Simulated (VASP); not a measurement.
Level of theory: LDA (Ceperley-Alder, Perdew-Zunger), VASP's LDA PAW potentials (set 64) (plane waves; VASP).

A VASP calculation is set up with these files.

KPOINTS:
```
Automatic mesh
0
Gamma
15 15 9
0 0 0
```

**POSCAR**
```
Os
1
    1.3537306851    -2.3447299802     0.0000000000
    1.3537306851     2.3447299802     0.0000000000
    0.0000000000     0.0000000000     4.2794050368
Os
2
Direct
  0.3333330000   0.6666670000   0.2500000000
  0.6666670000   0.3333330000   0.7500000000
```

### INCAR
```
EDIFFG = -0.02   ! ionic stop
IBRION = 2   ! conjugate gradients
LREAL = .FALSE.   ! projection in real space or not
SYSTEM = Os
NELM = 100
ENCUT = 500
NSW = 40   ! most ionic steps
ISIF = 3
ISMEAR = 1
PREC = Accurate
EDIFF = 1E-6   ! SCF stop (eV)
SIGMA = 0.1
PSTRESS = 50   ! kbar
LMAXMIX = 6
ALGO = Normal   ! blocked Davidson
LCHARG = .FALSE.
LWAVE = .FALSE.
LASPH = .TRUE.   ! aspherical one-centre terms
```

POTCAR, in this order: Os (LDA.64 set). Program: vasp_std.

The run wrote:

**OSZICAR**
```
       N       E                     dE             d eps       ncg     rms          rms(c)
DAV:   1     0.953915992786E+02    0.95392E+02   -0.75125E+03  3240   0.123E+03
DAV:   2    -0.203832814239E+02   -0.11577E+03   -0.10440E+03  3500   0.382E+02
DAV:   3    -0.267444324016E+02   -0.63612E+01   -0.59322E+01  3840   0.757E+01
DAV:   4    -0.268780130401E+02   -0.13358E+00   -0.13297E+00  3464   0.110E+01
DAV:   5    -0.268794213070E+02   -0.14083E-02   -0.14081E-02  3752   0.941E-01    0.351E+01
DAV:   6    -0.256586084732E+02    0.12208E+01   -0.13332E+00  3480   0.108E+01    0.159E+01
DAV:   7    -0.253165636092E+02    0.34204E+00   -0.84283E-01  3660   0.844E+00    0.862E-01
DAV:   8    -0.253074209082E+02    0.91427E-02   -0.83303E-03  3304   0.767E-01    0.253E-01
DAV:   9    -0.253061945513E+02    0.12264E-02   -0.11864E-03  3552   0.401E-01    0.560E-02
DAV:  10    -0.253062072407E+02   -0.12689E-04   -0.18831E-05  3720   0.358E-02    0.112E-02
DAV:  11    -0.253061986418E+02    0.85989E-05   -0.28313E-06  3148   0.215E-02    0.114E-03
DAV:  12    -0.253061986052E+02    0.36566E-07   -0.74268E-08  1700   0.271E-03
   1 F= -.24458390E+02 E0= -.24458718E+02  d E =-.244584E+02
```

### OUTCAR
```
------------------------ aborting loop because EDIFF is reached ----------------------------------------
  FORCE on cell =-STRESS in cart. coord.  units (eV):
  Direction    XX          YY          ZZ          XY          YZ          ZX
  --------------------------------------------------------------------------------------
  Total        0.8088638      0.8088636      0.8619419     -0.0000000     -0.0000000     -0.0000000
  in kB       47.7031975     47.7031834     50.8335102     -0.0000000     -0.0000000     -0.0000000
  external PRESSURE =      -1.2533697 kB  Pullay stress =      50.0000000 kB
  volume of cell :       27.17
      direct lattice vectors                 reciprocal lattice vectors
     1.353730685 -2.344729980  0.000000000     0.369349683 -0.213244171  0.000000000
     1.353730685  2.344729980  0.000000000     0.369349683  0.213244171  0.000000000
     0.000000000  0.000000000  4.279405037     0.000000000  0.000000000  0.233677343
 POSITION                                       TOTAL-FORCE (eV/Angst)
 -----------------------------------------------------------------------------------
      1.35373      0.78158      1.06985         0.000000     -0.000000      0.000000
      1.35373     -0.78158      3.20955        -0.000000      0.000000      0.000000
 -----------------------------------------------------------------------------------
    total drift:                               -0.000000      0.000021     -0.000020
  FREE ENERGIE OF THE ION-ELECTRON SYSTEM (eV)
  ---------------------------------------------------
  free  energy   TOTEN  =       -25.3061986052 eV

  energy  without entropy=      -25.3071832986  energy(sigma->0) =      -25.30652684
  enthalpy is  TOTEN    =       -24.4583898039 eV   P V=        0.8478088013

 reached required accuracy - stopping structural energy minimisation
```
(Selected blocks of OUTCAR.)

The compound is Os in the hcp structure. It was relaxed first under an external pressure of 5 GPa.
